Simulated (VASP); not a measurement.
An input for Ansatz (written as the equivalent of a VASP run, and not itself run):

Ansatz 0.2 input:
```yaml
crystal:
  lattice:
    - [-1.7325468, 1.7325468, 5.8754851]
    - [1.7325468, -1.7325468, 5.8754851]
    - [1.7325468, 1.7325468, -5.8754851]
  atoms:
    - { symbol: Ta, position: [0.7491696, 0.7491696, 1.0000000] }
    - { symbol: Ta, position: [0.4991696, 0.9991696, 0.5000000] }
    - { symbol: As, position: [0.1668304, 0.1668304, 0.0000000] }
    - { symbol: As, position: [0.9168304, 0.4168304, 0.5000000] }
kpoints:
  mp_grid: { grid: [8, 8, 8] }
hamiltonian:
  xc: pbe
  pseudopotentials: { kind: paw }
scf:
  occupations: { method: gaussian, width: 0.05 }
  max_iter: 100
output: { forces: true, stress: true, eigenvalues: true }
```

**Question.** Write the VASP files for the same calculation (PBE).

**Answer.** One answer among several that fit: 
KPOINTS:
```
Automatic mesh
0
Gamma
8 8 8
0 0 0
```

INCAR:
```
SYSTEM=TaAs
PREC=Accurate; ENCUT=400; LREAL=F
LASPH=T
EDIFF=1E-6; NELM=100; ALGO=Normal
LMAXMIX=6
ISMEAR=0; SIGMA=0.05
GGA=PE
LWAVE=F; LCHARG=T
```

**POSCAR**
```
TaAs
1
   -1.7325468064     1.7325468064     5.8754851373
    1.7325468064    -1.7325468064     5.8754851373
    1.7325468064     1.7325468064    -5.8754851373
Ta As
2 2
Direct
  0.7491696330   0.7491696330   1.0000000000
  0.4991696330   0.9991696330   0.5000000000
  0.1668303670   0.1668303670   0.0000000000
  0.9168303670   0.4168303670   0.5000000000
```

POTCAR, in this order: Ta_pv As (PBE.64 set). Program: vasp_std.

The two are equivalent in intent, not identical: each code has its own PAW files, so the cut-off isn't converted (ENCUT is set for VASP's; basis.ecutwfc is left out, and Ansatz then takes the one that its files recommend); Ansatz stops its SCF on the density residual and VASP on the energy change (EDIFF).

The structure was generated: TaAs was put into the NbAs type (I4_1md), which need not be its known phase. It was relaxed first. The k-mesh is coarse (spacing up to 0.32 per Å, 2π included), so the numbers may not be converged in it.
